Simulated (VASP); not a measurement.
Here is the system:

```
CsCl
1.0
    4.08897     0.00000     0.00000
    0.00000     4.08897     0.00000
    0.00000     0.00000     4.08897
Cs Cl
1 1
Cartesian
  0.00000   0.00000   0.00000
  2.04449   2.04449   2.04449
```

The numbers are results of r2SCAN+rVV10, VASP's PBE PAW potentials (set 64) (plane waves; VASP 6.6.1), not measurements. Settings: 520 eV cut-off, 7×7×7 Γ-centred mesh, tetrahedra with Blöchl corrections, potentials Cs_sv Cl.

Unless said otherwise, spin-orbit coupling is left out, though it shifts the bands of the heavy elements here.

### Question
Give the energies of bands 3 to 11 at the high-symmetry points, in eV from the valence-band maximum.

### Answer

```
band      Γ      X      M      R
----  -----  -----  -----  -----
3     -5.93  -6.49  -6.78  -6.50
4     -5.93  -5.77  -6.78  -6.50
5     -5.93  -5.77  -5.67  -6.50
6      0.00  -1.22  -0.44  -1.18
7      0.00  -0.27  -0.44  -1.18
8      0.00  -0.27  -0.08  -1.18
9      5.81   6.90   6.53   9.26
10     5.81   8.38   6.61   9.26
11     6.10   9.76   8.63   9.26
```

The gap is direct, 5.81 eV, from the valence maximum at Γ to the conduction minimum at Γ.

Measured: gap 8.35 eV at 80 K (computed value off by -2.54 eV), as given by Wikipedia, Caesium chloride.

The compound is CsCl in the CsCl type structure. It was relaxed first.
